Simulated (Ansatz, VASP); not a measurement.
LiFeN in VASP and in Ansatz

The input INCAR:

```
SYSTEM = LiFeN
PREC = Accurate
ENCUT = 520
EDIFF = 1E-7
ISMEAR = -1
SIGMA = 0.05
LREAL = .False.
LASPH = .True.
NELM = 120
ALGO = Normal
ISIF = 2
LWAVE = .False.
LCHARG = .False.
ISPIN = 2
MAGMOM = 3 0 0
LORBIT = 11
LMAXMIX = 4
GGA = PE
NBANDS = 19
```

File KPOINTS:

```
regular mesh
0
Gamma
  10 10 7
  0 0 0
```

Contents of POSCAR:

```
LiFeN
1.0
    3.1614118699      0.0000000000      0.0000000000
   -1.5807059349      2.7378629911      0.0000000000
    0.0000000000      0.0000000000      4.2266407977
Fe N Li
1 1 1
Direct
    0.3333333333      0.6666666667      0.5000000000
    0.0000000000      0.0000000000      0.5000000000
    0.0000000000      0.0000000000      0.0000000000
```

input.yaml

```yaml
crystal:
  lattice:
    - [3.1614118699, 0.0, 0.0]
    - [-1.5807059349, 2.7378629911, 0.0]
    - [0.0, 0.0, 4.2266407977]
  atoms:
    - { symbol: Fe, position: [0.3333333333, 0.6666666667, 0.5], spin: 3.0 }
    - { symbol: "N", position: [0.0, 0.0, 0.5] }
    - { symbol: Li, position: [0.0, 0.0, 0.0] }
hamiltonian:
  xc: pbe
  pseudopotentials: { kind: paw }
magnetization:
  spin_polarized: true
kpoints:
  mp_grid: { grid: [10, 10, 7] }
scf:
  occupations: { method: fermi_dirac, width: 0.05 }
output:
  forces: true
  stress: true
  eigenvalues: true
  write_density: true
  write_potential: true
  elf: true
  volumetric_format: npy
```

Change from the starting cell: volume scaled by 1.06.

Alike in both runs: task single point; functional PBE; k mesh 10 × 10 × 7; occupations fermi-dirac, width 0.05 eV; collinear spin, ferromagnetic start.

|  | VASP | Ansatz |
| --- | --- | --- |
| version | VASP 6.6.1 | Ansatz 0.2.0 |
| potentials or method | VASP PAW PBE potentials, release 64 (Fe, N, Li_sv) | Ansatz PAW |
| plane-wave cutoff (eV) | 520 | 420 |
| valence electrons in the cell | 16 | 24 |

Ansatz gave:

| Item | Value |
| --- | --- |
| gap on the k mesh at the Fermi level (eV) | none |
| net moment per atom (μB) | 0.05 |
| size of the moment on the site where the two differ most (μB) | 0.13 |

What did VASP give for the same quantities?

gap on the k mesh at the Fermi level (eV): none; net moment per atom (μB): 0.20; size of the moment on the site where the two differ most (μB): 0.59.

The net moments differ so much that the two runs ended in different magnetic states, which moves the other rows too. Site moments also hang on the region over which each program counts them. A gap of «none» marks a metal or a gap that the smearing closes. The two sets of potentials don't hold the same shells in valence.

Caveats: a cell with one magnetic atom can't hold antiferromagnetic order, which such compounds often take (VASP); the starting moments weren't kept (Ansatz).
